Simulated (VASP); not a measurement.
Runs of VASP 6.6.1 on Co. Symmetry: P6_3/mmc, No. 194, hexagonal system. Conventional cell: a = 2.507 Å, b = 2.507 Å, c = 4.070 Å, α = 90.00°, β = 90.00°, γ = 120.00°. Co (site symmetry -6m2) has 12 Co at 2.50 to 2.51 Å as nearest neighbours. 

| level | potentials or basis | spin | k mesh | mesh quality | gap on the mesh (eV) | pressure (GPa) | moment (μB) | relaxed volume (Å³/atom) |
| --- | --- | --- | --- | --- | --- | --- | --- | --- |
| PBE+D3(BJ) | VASP PAW PBE potentials, release 64 (Co) | collinear, ferromagnetic start | 21 × 21 × 10 | not flagged | none | 0.0 | 3.14 | (b) |
| PBEsol | VASP PAW PBE potentials, release 64 (Co) | off | 21 × 21 × 10 | not flagged | none | 0.0 | - | 9.86 |
| PBEsol | VASP PAW PBE potentials, release 64 (Co) | collinear, ferromagnetic start | 9 × 9 × 4 | coarse | none | 0.0 | 2.99 | 10.28 |
| LDA | VASP PAW LDA potentials, release 64 (Co) | collinear, ferromagnetic start | 21 × 21 × 10 | not flagged | none | 0.0 | 2.99 | 9.97 |
| PBE | VASP PAW PBE potentials, release 64 (Co) | collinear, ferromagnetic start | 21 × 21 × 10 | not flagged | none | 0.0 | (a) | 10.81 |

Alike in all rows: task relaxation of cell and atoms; cell relaxed; cutoff (eV) 600; smearing gaussian 0.1 eV.

**Question.** Fill in the values left out.

**Answer.** (a) 3.20; (b) 10.49.

Caveats: some runs use coarse meshes; the PAW data sets were made with another functional, which shifts forces and pressure a little (some runs); pairwise dispersion overbinds metals, which lowers pressure and volume (some runs).

A k mesh can miss the band edges.

A gap of «none» marks a metal or a gap under the smearing width.

Not every run made on this cell is shown here.
